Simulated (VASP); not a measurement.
All values below come from optB86b-vdW, VASP's PBE PAW potentials (set 64) (plane waves; VASP).

VASP input:

**KPOINTS**
```
Automatic mesh
0
Gamma
5 5 5
0 0 0
```

### INCAR
```
SYSTEM = Bi2Te3
PREC = Accurate
ENCUT = 520
EDIFF = 1E-6
NELM = 100
ALGO = Normal
LREAL = .FALSE.
LASPH = .TRUE.
ISMEAR = 0
SIGMA = 0.05
GGA = MK
PARAM1 = 0.1234
PARAM2 = 1.0
LUSE_VDW = .TRUE.
AGGAC = 0.0
LMAXMIX = 4
LWAVE = .FALSE.
LCHARG = .FALSE.
IBRION = 2
ISIF = 3
NSW = 60
EDIFFG = -0.02
```

POSCAR:
```
Bi2Te3
1.0
 10.3061578325  -2.2071281677  -0.0019439106
 10.3061578325   2.2071281677  -0.0019439106
  9.8342022700   0.0000000000   3.7916700073
Bi Te
2 3
Direct
  0.3998142783   0.3998142783   0.3998142783
  0.6001857217   0.6001857217   0.6001857217
  0.0000000000   0.0000000000   0.0000000000
  0.2102343665   0.2102343665   0.2102343665
  0.7897656335   0.7897656335   0.7897656335
```

POTCAR, in this order: Bi_d Te (PBE.64 set). Program: vasp_std.

Output of the run:

OSZICAR:
```
       N       E                     dE             d eps       ncg     rms          rms(c)
DAV:   1     0.448404559056E+03    0.44840E+03   -0.21988E+04  1064   0.164E+03
DAV:   2     0.434751900801E+02   -0.40493E+03   -0.39460E+03  1116   0.408E+02
DAV:   3    -0.449997288242E+01   -0.47975E+02   -0.45376E+02  1404   0.150E+02
DAV:   4    -0.660857127501E+01   -0.21086E+01   -0.20931E+01  1200   0.320E+01
DAV:   5    -0.671464515506E+01   -0.10607E+00   -0.10593E+00  1556   0.740E+00    0.741E+00
DAV:   6    -0.641940838653E+01    0.29524E+00   -0.77239E-01  1212   0.526E+00    0.576E+00
DAV:   7    -0.643304257644E+01   -0.13634E-01   -0.29069E-01  1404   0.233E+00    0.130E+00
DAV:   8    -0.643575176216E+01   -0.27092E-02   -0.29348E-02  1204   0.107E+00    0.611E-01
DAV:   9    -0.643582929647E+01   -0.77534E-04   -0.46563E-03  1296   0.416E-01    0.330E-01
DAV:  10    -0.643625834774E+01   -0.42905E-03   -0.12723E-03  1204   0.185E-01    0.827E-02
DAV:  11    -0.643631871403E+01   -0.60366E-04   -0.10897E-04  1468   0.600E-02    0.446E-02
DAV:  12    -0.643632677492E+01   -0.80609E-05   -0.15172E-05  1072   0.231E-02    0.211E-02
DAV:  13    -0.643632971619E+01   -0.29413E-05   -0.87986E-06  1128   0.161E-02    0.437E-03
DAV:  14    -0.643632985347E+01   -0.13728E-06   -0.71688E-07   752   0.599E-03
   1 F= -.64363299E+01 E0= -.64363297E+01  d E =-.643633E+01
       N       E                     dE             d eps       ncg     rms          rms(c)
DAV:   1    -0.643647511631E+01   -0.14540E-03   -0.31891E-02  1504   0.105E+00    0.575E-02
DAV:   2    -0.643643540323E+01    0.39713E-04   -0.68319E-04  1352   0.233E-01    0.286E-02
DAV:   3    -0.643641405364E+01    0.21350E-04   -0.13123E-04  1344   0.119E-01    0.117E-02
DAV:   4    -0.643641357394E+01    0.47971E-06   -0.78848E-06  1196   0.212E-02
   2 F= -.64364136E+01 E0= -.64364135E+01  d E =-.837205E-04
```

OUTCAR:
```
------------------------ aborting loop because EDIFF is reached ----------------------------------------
  FORCE on cell =-STRESS in cart. coord.  units (eV):
  Direction    XX          YY          ZZ          XY          YZ          ZX
  --------------------------------------------------------------------------------------
  Total        0.0395561     -0.0047957     -0.0041092      0.0000000      0.0000000      0.0055177
  in kB        0.3670376     -0.0444988     -0.0381294      0.0000000      0.0000000      0.0511983
  external PRESSURE =       0.0948031 kB  Pullay stress =       0.0000000 kB
  volume of cell :      172.67
      direct lattice vectors                 reciprocal lattice vectors
    10.310238412 -2.207234267 -0.001497984     0.048477212 -0.226527835 -0.125763160
    10.310238412  2.207234267 -0.001497984     0.048477212  0.226527835 -0.125763160
     9.838260161  0.000000000  3.792298298     0.000038298  0.000000000  0.263592982
 POSITION                                       TOTAL-FORCE (eV/Angst)
 -----------------------------------------------------------------------------------
     12.17644      0.00000      1.51484        -0.016607      0.000000     -0.002066
     18.28230      0.00000      2.27446         0.016607      0.000000      0.002066
      0.00000      0.00000      0.00000        -0.000000      0.000000      0.000000
      6.40386      0.00000      0.79669         0.016337      0.000000      0.002032
     24.05488      0.00000      2.99261        -0.016337      0.000000     -0.002032
 -----------------------------------------------------------------------------------
    total drift:                                0.000000     -0.000000     -0.000000
  FREE ENERGIE OF THE ION-ELECTRON SYSTEM (eV)
  ---------------------------------------------------
  free  energy   TOTEN  =        -6.4364135739 eV

  energy  without entropy=       -6.4364133608  energy(sigma->0) =       -6.43641347

 reached required accuracy - stopping structural energy minimisation
```
(Selected blocks of OUTCAR.)

CONTCAR:
```
Bi2Te3
   1.00000000000000
    10.3102384116939092   -2.2072342674667089   -0.0014979840708323
    10.3102384116939092    2.2072342674667089   -0.0014979840708323
     9.8382601613537766    0.0000000000000000    3.7922982982271698
  Bi              Te
     2     3
Direct
     0.3997683738199431    0.3997683738199431    0.3997683738199431
     0.6002316261800569    0.6002316261800569    0.6002316261800569
     0.0000000000000000    0.0000000000000000    0.0000000000000000
     0.2102470064044422    0.2102470064044422    0.2102470064044422
     0.7897529935955578    0.7897529935955578    0.7897529935955578
```

The compound is Bi2Te3 in the tetradymite structure. This run relaxes it. Symmetry was kept, so distortions that lower it aren't found. The start is the result of an earlier pass.
